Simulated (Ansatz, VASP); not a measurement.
## Rh (Rhodium) in two plane-wave programs

Wanted: the spread between two codes on one cell, functional and k mesh. The cell is a member of a volume series, scaled by 0.94 from a relaxed one, so a pressure remains.

Calculated with Ansatz 0.2.0; plane waves, with VASP 6.6.1 beside it; single point at r2SCAN with rVV10.

## 1. Set-up

It takes space group Fm-3m (No. 225, cubic). The conventional cell has a = 3.712 Å, b = 3.712 Å, c = 3.712 Å, α = 90.00°, β = 90.00°, γ = 90.00°. Nearest to Rh lie 12 Rh at 2.62 Å.

## 2. VASP: single point, r2SCAN with rVV10, volume scaled by 0.94

With cell and atoms fixed, the geometry can't cause a difference; cores, projectors, grids and the points listed under the comparison can.

Lines of VASP's logs that name or quote its potential files are left out, and so is its time.

File INCAR:

```
SYSTEM = Rh
PREC = Accurate
ENCUT = 400
EDIFF = 1E-06
NELM = 100
ISMEAR = 1
SIGMA = 0.2
LREAL = .FALSE.
ALGO = Normal
METAGGA = R2SCAN
LUSE_VDW = .TRUE.
IVDW_NL = 2
BPARAM = 11.95
CPARAM = 0.0093
LASPH = .TRUE.
NBANDS = 13
LORBIT = 11
LWAVE = .FALSE.
LCHARG = .FALSE.
KPAR = 2
ISIF = 2
```

File POSCAR:

```
Rh
1.0
    0.0000000000      1.8557874912      1.8557874912
    1.8557874912      0.0000000000      1.8557874912
    1.8557874912      1.8557874912      0.0000000000
Rh
1
Direct
    0.0000000000      0.0000000000      0.0000000000
```

File KPOINTS:

```
Automatic mesh
0
Gamma
12 12 12
0 0 0
```

The projector-augmented-wave data sets are Rh_pv (PBE family, release 64).

On the command line:

```sh
> mpirun -np 2 vasp_std
```

Numbers of over 12 decimals in the logs are rounded to 6 here.

The log of the run:

```text
[banner, memory and clock lines left out]
running    2 mpi-ranks, on    1 nodes
 distrk:  each k-point on    1 cores,    2 groups
 distr:  one band on    1 cores,    1 groups

 POSCAR found type information on POSCAR Rh
 POSCAR found :  1 types and       1 ions
|                                                                             |
|               ----> ADVICE to this user running VASP <----                  |
|                                                                             |
|     You have switched on vdW-DFT.                                           |
|     This routine was written and supplied by Jiri Klimes. We recommend      |
|     that you carefully read and cite the following publications:            |
|       J. Klimes, D.R. Bowler, A. Michelides                                 |
|          J. Phys.: Cond Matt. 22 022201 (2010)                              |
|       J. Klimes, D.R. Bowler, A. Michelides                                 |
|          Phys. Rev. B. 83, 195131 (2011)                                    |
|     and references therein.                                                 |
|                                                                             |

|                                                                             |
|               ----> ADVICE to this user running VASP <----                  |
|                                                                             |
|     You enforced a specific xc type in the INCAR file but a different       |
|     [... a line on the potential file left out ...]
|     I HOPE YOU KNOW WHAT YOU ARE DOING!                                     |
|                                                                             |

 LDA part: xc-table for (None), standard interpolation
 POSCAR, INCAR and KPOINTS ok, starting setup
 FFT: planning ... GRIDC
 FFT: planning ... GRID_SOFT
 FFT: planning ... GRID
 WAVECAR not read
 entering main loop
       N       E                     dE             d eps       ncg     rms          rms(c)
Total rVV10 correction in eV:      0.3042935    15.8182988
Total rVV10 correction in eV:      0.3042935    15.8182988
DAV:   1     0.828409976730E+02    0.82841E+02   -0.80321E+03  1893   0.106E+03
DAV:   2    -0.274590271894E+02   -0.11030E+03   -0.10609E+03  2057   0.329E+02
DAV:   3    -0.287557360979E+02   -0.12967E+01   -0.12950E+01  2192   0.401E+01
DAV:   4    -0.287605855354E+02   -0.48494E-02   -0.48486E-02  2147   0.255E+00
DAV:   5    -0.287606239330E+02   -0.38398E-04   -0.38396E-04  2152   0.202E-01    0.153E+01
Total rVV10 correction in eV:      0.2835818    15.8182984
Total rVV10 correction in eV:      0.2835818    15.8182984
DAV:   6    -0.237792729135E+02    0.49814E+01   -0.40021E+00  1897   0.285E+01    0.312E+00
Total rVV10 correction in eV:      0.2840676    15.8182984
Total rVV10 correction in eV:      0.2840676    15.8182984
DAV:   7    -0.237866075940E+02   -0.73347E-02   -0.43885E-02  1962   0.300E+00    0.219E+00
Total rVV10 correction in eV:      0.2816950    15.8182984
Total rVV10 correction in eV:      0.2816950    15.8182984
DAV:   8    -0.237835547094E+02    0.30529E-02   -0.37384E-03  1942   0.786E-01    0.320E-01
Total rVV10 correction in eV:      0.2810628    15.8182984
Total rVV10 correction in eV:      0.2810628    15.8182984
DAV:   9    -0.237835505696E+02    0.41398E-05   -0.51759E-04  2047   0.298E-01    0.247E-02
Total rVV10 correction in eV:      0.2809348    15.8182984
Total rVV10 correction in eV:      0.2809348    15.8182984
DAV:  10    -0.237835866078E+02   -0.36038E-04   -0.96021E-05  1972   0.126E-01    0.415E-02
Total rVV10 correction in eV:      0.2810215    15.8182984
Total rVV10 correction in eV:      0.2810215    15.8182984
DAV:  11    -0.237835756129E+02    0.10995E-04   -0.12185E-05  1922   0.499E-02    0.843E-04
Total rVV10 correction in eV:      0.2810284    15.8182984
Total rVV10 correction in eV:      0.2810284    15.8182984
DAV:  12    -0.237835755671E+02    0.45819E-07   -0.19766E-07  1021   0.564E-03
Total rVV10 correction in eV:      0.2810242    15.8182984
Total rVV10 correction in eV:      0.2810242    15.8182984
Total rVV10 correction in eV:      0.2810262    15.8182984
Total rVV10 correction in eV:      0.2810262    15.8182984
   1 F= -.23783576E+02 E0= -.23784496E+02  d E =0.276217E-02
```

From OUTCAR (step 2):

```text
ion  position               nearest neighbor table
   1  0.000  0.000  0.000-

  LATTYP: Found a face centered cubic cell.
 ALAT       =     3.7115749824

 Subroutine GETGRP returns: Found 48 space group operations
 (whereof 48 operations were pure point group operations)

The static configuration has the point symmetry O_h .

 Found     72 irreducible k-points:

   k-points           NKPTS =     72   k-points in BZ     NKDIM =     72   number of bands    NBANDS=     13

   dimension x,y,z NGX =    18 NGY =   18 NGZ =   18
   dimension x,y,z NGXF=    36 NGYF=   36 NGZF=   36

   ENCUT  =  400.0 eV  29.40 Ry    5.42 a.u.   4.28  4.28  4.28*2*pi/ulx,y,z

   NELECT =      15.0000    total number of electrons

 k-points in reciprocal lattice and weights: Automatic mesh
   0.00000000  0.00000000  0.00000000       0.001
   0.08333333  0.00000000  0.00000000       0.005
   0.16666667  0.00000000  0.00000000       0.005
   0.25000000  0.00000000  0.00000000       0.005
   0.33333333  0.00000000  0.00000000       0.005
   0.41666667  0.00000000  0.00000000       0.005
   0.50000000  0.00000000  0.00000000       0.002
   0.08333333  0.08333333  0.00000000       0.003
   0.16666667  0.08333333  0.00000000       0.014
[...]
-0.33333333  0.50000000  0.16666667       0.007
  -0.25000000  0.50000000  0.25000000       0.003

 average (electrostatic) potential at core
       1 -74.7381

 E-fermi :  13.1445

 k-point     1 :       0.0000    0.0000    0.0000
  band No.  band energies     occupation
    ...
      5       9.5451      2.00000
      6       9.5451      2.00000
      7       9.5451      2.00000
      8      11.9146      2.00000
      9      11.9146      2.00000
     10      29.7319      0.00000
     11      30.3709      0.00000
     12      35.9171      0.00000
     13      35.9171      0.00000

 k-point     2 :       0.0833    0.0000    0.0000
  band No.  band energies     occupation
    ...
      5       9.4049      2.00000
      6       9.6673      2.00000
      7       9.6673      2.00000
      8      11.8466      2.00000
      9      11.8466      2.00000
     10      30.2020      0.00000
     11      30.3709      0.00000
     12      34.4670      0.00000
     13      36.3908      0.00000

 k-point     3 :       0.1667    0.0000    0.0000
  band No.  band energies     occupation
    ...
      5       9.1669      2.00000
      6       9.9110      2.00000
      7       9.9110      2.00000
      8      11.7909      2.00000
      9      11.7909      2.00000
     10      30.3709      0.00000
     11      31.2700      0.00000
     12      31.9788      0.00000
     13      37.7161      0.00000

  Total        1.7128138      1.7128138      1.7128138      0.0000000      0.0000000      0.0000000
  in kB      214.6871358    214.6871358    214.6871358      0.0000000      0.0000000      0.0000000
  external PRESSURE =     214.6871358 kB  Pullay stress =       0.0000000 kB

  energy-cutoff  :      400.00
  volume of cell :       12.78
      direct lattice vectors                 reciprocal lattice vectors
     0.000000000  1.855787491  1.855787491    -0.269427401  0.269427401  0.269427401
     1.855787491  0.000000000  1.855787491     0.269427401 -0.269427401  0.269427401
     1.855787491  1.855787491  0.000000000     0.269427401  0.269427401 -0.269427401

 POSITION                                       TOTAL-FORCE (eV/Angst)
 -----------------------------------------------------------------------------------
      0.00000      0.00000      0.00000        -0.000000     -0.000000     -0.000000
 -----------------------------------------------------------------------------------
    total drift:                                0.000000      0.000000      0.000000

  FREE ENERGIE OF THE ION-ELECTRON SYSTEM (eV)
  ---------------------------------------------------
  free  energy   TOTEN  =       -23.7835755671 eV

  energy  without entropy=      -23.7863377349  energy(sigma->0) =      -23.78449629

 total charge
# of ion       s       p       d       tot
------------------------------------------
    1        0.462   6.354   7.142  13.958

[... 3 further parts left out ...]
```

This run has no spin polarisation. Its electron count is odd, so without a moment it is a metal by construction. The scan keeps the cell's shape and the fractional positions fixed.

## 3. Ansatz: single point, r2SCAN with rVV10, volume scaled by 0.94

Ansatz runs on its default PAW (the set named soft_2) files.

The same cell, functional, mesh and smearing now go to Ansatz, which takes its cutoff from its data sets.

File input.yaml:

```yaml
crystal:
  lattice:
    - [0.0, 1.8557874912, 1.8557874912]
    - [1.8557874912, 0.0, 1.8557874912]
    - [1.8557874912, 1.8557874912, 0.0]
  atoms:
    - { symbol: Rh, position: [0.0, 0.0, 0.0] }
hamiltonian:
  xc: r2scan
  pseudopotentials: { kind: paw }
  dispersion: rvv10
kpoints:
  mp_grid: { grid: [12, 12, 12] }
scf:
  occupations: { method: methfessel_paxton, width: 0.2 }
  n_extra_bands: 4
output:
  forces: true
  stress: true
  eigenvalues: true
```

On the command line:

```sh
> ansatz run input.yaml --threads 2 --pin off --max-ram 4608MiB --backend cpu --events-out ev --progress --plain --runs-dir out
```

The log of the run:

```text
scf.n_extra_bands = 4 over 9 filled bands (N_el = 17.0): the run solves 13 bands
Engine: ansatz 0.2.0, aarch64-unknown-linux-gnu
Pseudopotentials: kind: paw
Pseudopotential: Rh, paw, valence charge 17, recommended cutoff 500 eV (meta_gga), Rh.paw.azcp
Functional definition: r2SCAN+rVV10
  parameter k0 = 0.174
  parameter k1 = 0.065
  parameter a1 = 4.9479
  exchange = r2scan_x(k0 = k0, k1 = k1, a1 = a1)
  correlation = r2scan_c + rvv10(11.95, 0.0093)
Crystal: 1 atoms, lattice volume = 12.782 Å³
Basis set: ecut = 500 eV, 331 PW (Γ), exchange–correlation on 96×96×96 points (64 copies of the dense FFT grid, shifted against one another)
Bands: 13, of which v1, the nominal top of the filled ones, is band 9 counted from 1 (8 counted from 0)
Symmetry: 48 space group operations
Space group: Fm-3m (ITA 225), of the structure as read, at distance tolerance 2.3e-5 Å
k-points: 72 of 1728
Non-local potential: Rh, projectors of the file, l = 0: 3, l = 1: 2, l = 2: 2, l = 3: 1
PAW form: soft (Blöchl's): semilocal exchange-correlation on the pseudo side does not see the compensation charge
rVV10 density: all electrons in the spheres
PAW frozen core: Rh, regenerated for the run's functional (the file was generated under x = pbe(κ = 0.804, μ = 0.219515), c = pbe(β = 0.066725))
PAW one-centre angular grid: Rh, 590 points (default); XC on 160 Gauss nodes
Initial density: superposition of atomic densities (neutral atoms: chi_scale 0, normalization atom), corrected by the library's trained network
Initial wavefunctions: pseudopotential atomic-orbital guess
Functional: x = r2scan, c = r2scan + rvv10(b = 11.95, C = 0.0093); τ floored in thin density (d = 2e-4 eV/Å³)
SCF iter   1: F=—  HF=-6413.642638 eV  |F-HF|=—  |Δ(HF+E_count)|=         —  Δρ=1.09e-2  dr2=4.13e-3  dr2_τ=1.26e-2  ethr=1.77e-3  ⟨swp⟩=4.9  Hψ=5162  notcnv=0
preconditioner: auto → none  [metal: Δε(μ)=0.102 eV  Ē_g=15.479 eV  σ=0.200 eV  W_gap=0.39  n_scr=0 (ndim 8)  ℏωp=31.2 eV  f_vac=0.000  D(μ)=0.87/eV (n_scr^D=14)]
SCF iter   2: F=—  HF=-6413.656443 eV  |F-HF|=—  |Δ(HF+E_count)|=   1.38e-2  S|Δr|=    0.00e0  Δρ=5.13e-3  dr2=1.32e-3  dr2_τ=1.31e-4  ethr=2.43e-5  ⟨swp⟩=2.5  Hψ=1973  notcnv=0
SCF iter   3: F=—  HF=-6413.656742 eV  |F-HF|=—  |Δ(HF+E_count)|=   2.99e-4  S|Δr|=    0.00e0  Δρ=2.33e-3  dr2=1.83e-4  dr2_τ=6.95e-5  ethr=7.74e-6  ⟨swp⟩=2.4  Hψ=1269  notcnv=0
SCF iter   4: F=—  HF=-6413.656847 eV  |F-HF|=—  |Δ(HF+E_count)|=   1.06e-4  S|Δr|=    0.00e0  Δρ=2.06e-4  dr2=2.02e-6  dr2_τ=9.51e-7  ethr=1.08e-6  ⟨swp⟩=2.3  Hψ=1507  notcnv=0
SCF iter   5: F=—  HF=-6413.656850 eV  |F-HF|=—  |Δ(HF+E_count)|=   2.45e-6  S|Δr|=    0.00e0  Δρ=3.82e-5  dr2=2.67e-8  dr2_τ=1.16e-8  ethr=5.88e-10  ⟨swp⟩=4.3  Hψ=4452  notcnv=0
SCF iter   6: F=-6413.656850 eV  HF=-6413.656850 eV  |F-HF|=1.53e-9  |Δ(HF+E_count)|=   1.48e-7  S|Δr|=    0.00e0  Δρ=3.32e-6  dr2=8.64e-10  dr2_τ=6.80e-11  ethr=1.57e-10  ⟨swp⟩=2.1  Hψ=3428  notcnv=0
SCF 1 converged in 6 iterations: F = -6413.656850 eV  dr2 = 8.64e-10
  greatest PAW one-centre occupation: 1.000 electrons in one spin orbital (limit 2), on the Rh atom at site 0 (counted from 0), in its partial waves of l = 0
SCF converged after 6 iterations
Stability not checked: this state was not tested for a lower state beside it, because cold or Methfessel-Paxton smearing, or corrected tetrahedra, fill the levels in a way that the test cannot read (fill_not_monotonic; see scf.lower_state_search)
Free energy (F): -6413.656850 eV
Harris-Foulkes:  -6413.656850 eV  (|F-HF|=1.53e-9)
Internal energy: -6413.659583 eV  (E = F + TS)
E sigma→0 (E₀):  -6413.657533 eV
Entropy (-TS):   0.002733 eV (2.733 meV/atom)
Fermi energy:    24.391028 eV
--- Per-component energies (eV) ---
  E_band       = -71.166640
  E_kinetic    = 575.716753
  E_local      = -1473.229234  (includes V_loc(G=0)·N_el)
  E_nonlocal   = 354.936155
  E_hartree    = 520.092792
  E_xc         = -216.354363
  E_vxc        = -315.542447  (∫ρ·V_xc dr)
  E_paw        = -3604.129238  (= ΣΔE_a)
  E_vpaw       = -274.571462  (= ΣTr[D̂ρ^β])
  E_aug_tail   = 0.000398  (compensation charges beyond the density's cutoff)
  E_vtau       = 21.337162  (kinetic-family band-sum trace: ∫τ·v_τ [+ j·A + Jᵃ·Aᵃ] dr)
  E_ewald      = -2570.322888
  E_core_change = -0.369959  (= ΣΔE_core)
  E_smearing   = 0.002733  (= −TS)
  E_closure    = 0.000000  (closes the sum)
  Σ components = -6413.656850   (vs F -6413.656850, Δ=0.00e0)
--- Forces (eV/Å), atoms counted from 1 ---
  atom   1  Rh    -0.00000000     0.00000000     0.00000000
  max |Σ_I F_I| component: 7.40e-32 eV/Å
--- Stress (GPa, compression-positive) ---
       20.570813      -0.000000       0.000000
       -0.000000      20.570813       0.000000
        0.000000       0.000000      20.570813
  P = ⅓ Tr σ = 20.5708 GPa (205.708 kbar)
--- Band table (eV; the first three rows and the last of 72) ---
  k-point 0: bands = [... 5 lower, 20.7972, 20.7972, 20.7972, 23.1583, 23.1583, 40.7164, 46.7479, 46.7479]
  k-point 1: bands = [... 5 lower, 20.6581, 20.9193, 20.9193, 23.0907, 23.0907, 41.1799, 45.3993, 47.2156]
  k-point 2: bands = [... 5 lower, 20.4229, 21.1624, 21.1624, 23.0361, 23.0361, 42.2440, 43.0246, 48.5326]
  k-point 71: bands = [... 5 lower, 19.9809, 19.9809, 22.9019, 25.5406, 35.0548, 35.0548, 36.9450, 38.3483]
```

It took 1.6 s on 2 threads of Arm Neoverse V1, shared host; peak memory 0.33 GiB.

The column dr2 measures how far the density is from self-consistency, as an energy; F and HF (Harris–Foulkes) agree once it is small.

The run ends at a pressure of 20.57 GPa.

## 4. Side by side

Known differences besides the potentials themselves: VASP keeps PBE cores, Ansatz makes them for the functional; the data sets hold 17 valence electrons in Ansatz (default PAW (the set named soft_2) files) and 15 in VASP; the cutoff is 500 eV in Ansatz and 400 eV in VASP. Total energies have different zeros and are not compared.

Both answers:

```csv
quantity,Ansatz,VASP,difference
pressure (GPa),20.57,21.47,-0.90
```

## 5. Outcome

```
difference in pressure (single point, r2SCAN with rVV10, volume scaled by 0.94) : -0.90 GPa
```

In words: The difference in pressure is -0.90 GPa (single point, r2SCAN with rVV10, volume scaled by 0.94), within the 1 GPa picked in this series as the mark of a large difference. Such differences can come from data sets, numerical settings and the points named under the comparisons, not from the functional's error against experiment.

[Lines on the potential files, build, host, timing and source positions are cut from VASP's logs without a mark.]

[Logs are printed without paths, hosts, clocks, repeated set-up lines and the standing remarks that a program may print on its own settings, such as how far it seeks lower states.]

[Hosts, paths, dates, database ids (printed as entryN), source tags and the programs' standing remarks are cut or masked in the printed files.]
